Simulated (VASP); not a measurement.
Computed with r2SCAN meta-GGA with spin-orbit coupling, VASP's PBE PAW potentials (set 64) (plane waves; VASP).

VASP input:

**POSCAR**
```
InAs
1
    0.0000000000     3.0538063991     3.0538063991
    3.0538063991     0.0000000000     3.0538063991
    3.0538063991     3.0538063991     0.0000000000
In As
1 1
Direct
  0.0000000000   0.0000000000   0.0000000000
  0.2500000000   0.2500000000   0.2500000000
```

**INCAR**
```
LCHARG = .FALSE.
EDIFF = 1E-6
SYSTEM = InAs
MAGMOM = 0 0 0 0 0 0
LASPH = .TRUE.   # aspherical one-centre terms
LMIXTAU = .TRUE.
SIGMA = 0.05
LREAL = .FALSE.   # projection in real space or not
ISMEAR = 0   # Gaussian
ENCUT = 400   # plane-wave cut-off (eV)
PREC = Accurate
LMAXMIX = 4   # l cut-off of mixed one-centre charges
NELM = 100   # most electronic steps
LSORBIT = .TRUE.
ALGO = Normal
LWAVE = .FALSE.
GGA_COMPAT = .FALSE.
METAGGA = R2SCAN
```

KPOINTS:
```
K-points
0
G
7 7 7
0 0 0
```

File KPOINTS_OPT:
```
k-points along high-symmetry lines
8
Line-mode
Reciprocal
  0.000000   0.000000   0.000000 ! GAMMA
 -0.500000  -0.500000   0.000000 ! X

 -0.500000  -0.500000   0.000000 ! X
 -0.375000  -0.375000   0.250000 ! U

 -0.375000  -0.000000   0.375000 ! K
  0.000000   0.000000   0.000000 ! GAMMA

  0.000000   0.000000   0.000000 ! GAMMA
 -0.000000  -0.000000   0.500000 ! L

 -0.000000  -0.000000   0.500000 ! L
 -0.500000  -0.250000   0.250000 ! W

 -0.500000  -0.250000   0.250000 ! W
 -0.500000  -0.500000   0.000000 ! X
```

POTCAR, in this order: In_d As (PBE.64 set). Program: vasp_ncl.

The run wrote:

File OUTCAR:
```
 ion  position               nearest neighbor table
   1  0.000  0.000  0.000-   2 2.64   2 2.64   2 2.64   2 2.64
   2  0.250  0.250  0.250-   1 2.64   1 2.64   1 2.64   1 2.64
  LATTYP: Found a face centered cubic cell.
 ALAT       =     6.1076127982
 Subroutine PRICEL returns:
 Original cell was already a primitive cell.
 Subroutine GETGRP returns: Found 24 space group operations
The static configuration has the point symmetry T_d .
The dynamic configuration has the point symmetry T_d .
The overall configuration has the point symmetry T_d .
 Subroutine INISYM returns: Found 24 space group operations
 Subroutine IBZKPT returns following result:
 Found     30 irreducible k-points:

 Following reciprocal coordinates:
            Coordinates               Weight
  0.000000  0.000000  0.000000      1.000000
  0.142857  0.000000  0.000000      4.000000
 -0.142857  0.000000  0.000000      4.000000
  0.285714  0.000000  0.000000      4.000000
 -0.285714  0.000000  0.000000      4.000000
  0.428571  0.000000  0.000000      4.000000
 -0.428571  0.000000  0.000000      4.000000
  0.142857  0.142857  0.000000      6.000000
...
```

OSZICAR:
```
       N       E                     dE             d eps       ncg     rms          rms(c)
DAV:   1     0.108201376425E+03    0.10820E+03   -0.71756E+03  1560   0.128E+03
DAV:   2    -0.277343708983E+02   -0.13594E+03   -0.13202E+03  1600   0.341E+02
DAV:   3    -0.409689050038E+02   -0.13235E+02   -0.13088E+02  2036   0.127E+02
DAV:   4    -0.414702986482E+02   -0.50139E+00   -0.50003E+00  1824   0.265E+01
DAV:   5    -0.415019576573E+02   -0.31659E-01   -0.31653E-01  2756   0.550E+00    0.601E+00
DAV:   6    -0.380637097592E+02    0.34382E+01   -0.20533E+00  1894   0.368E+01    0.314E+00
DAV:   7    -0.379257936920E+02    0.13792E+00   -0.68354E-01  1584   0.124E+01    0.152E+00
DAV:   8    -0.380420739327E+02   -0.11628E+00   -0.34690E-01  1568   0.767E+00    0.105E+00
DAV:   9    -0.380695934725E+02   -0.27520E-01   -0.26205E-02  1738   0.204E+00    0.741E-01
DAV:  10    -0.380471508205E+02    0.22443E-01   -0.16719E-01  1602   0.475E+00    0.693E-01
DAV:  11    -0.380985376858E+02   -0.51387E-01   -0.71496E-02  1598   0.334E+00    0.203E-01
DAV:  12    -0.380990679051E+02   -0.53022E-03   -0.42785E-03  1766   0.468E-01    0.182E-01
DAV:  13    -0.380985370478E+02    0.53086E-03   -0.14142E-03  1628   0.432E-01    0.130E-01
DAV:  14    -0.380991748340E+02   -0.63779E-03   -0.11817E-03  1628   0.331E-01    0.537E-02
DAV:  15    -0.380991941305E+02   -0.19297E-04   -0.12989E-04  1838   0.102E-01    0.251E-02
DAV:  16    -0.380991956375E+02   -0.15070E-05   -0.18208E-05  1636   0.433E-02    0.318E-02
DAV:  17    -0.380991821477E+02    0.13490E-04   -0.36919E-05  1968   0.653E-02    0.172E-02
DAV:  18    -0.380991798613E+02    0.22863E-05   -0.23595E-05  2000   0.358E-02    0.141E-02
DAV:  19    -0.380991798751E+02   -0.13785E-07   -0.17299E-06  1586   0.124E-02
   1 F= -.38099180E+02 E0= -.38099073E+02  d E =-.214111E-03  mag=    -0.0000     0.0000    -0.0000
       N       E                     dE             ncg
       N       E                     dE             ncg
```

### OUTCAR
```
------------------------ aborting loop because EDIFF is reached ----------------------------------------
  FORCE on cell =-STRESS in cart. coord.  units (eV):
  Direction    XX          YY          ZZ          XY          YZ          ZX
  --------------------------------------------------------------------------------------
  Total        0.0106980      0.0106980      0.0106980      0.0000000      0.0000000     -0.0000000
  in kB        0.3009265      0.3009265      0.3009265      0.0000000      0.0000000     -0.0000000
  external PRESSURE =       0.3009265 kB  Pullay stress =       0.0000000 kB
  volume of cell :       56.96
      direct lattice vectors                 reciprocal lattice vectors
     0.000000000  3.053806399  3.053806399    -0.163730091  0.163730091  0.163730091
     3.053806399  0.000000000  3.053806399     0.163730091 -0.163730091  0.163730091
     3.053806399  3.053806399  0.000000000     0.163730091  0.163730091 -0.163730091
  FREE ENERGIE OF THE ION-ELECTRON SYSTEM (eV)
  ---------------------------------------------------
  free  energy   TOTEN  =       -38.0991798751 eV

  energy  without entropy=      -38.0989657644  energy(sigma->0) =      -38.09907282

 Ion:    1  E_soc:     -0.0680579

 Ion:    2  E_soc:     -0.0249150
```
(Selected blocks of OUTCAR.)

The compound is InAs in the zinc blende structure. It was relaxed first.
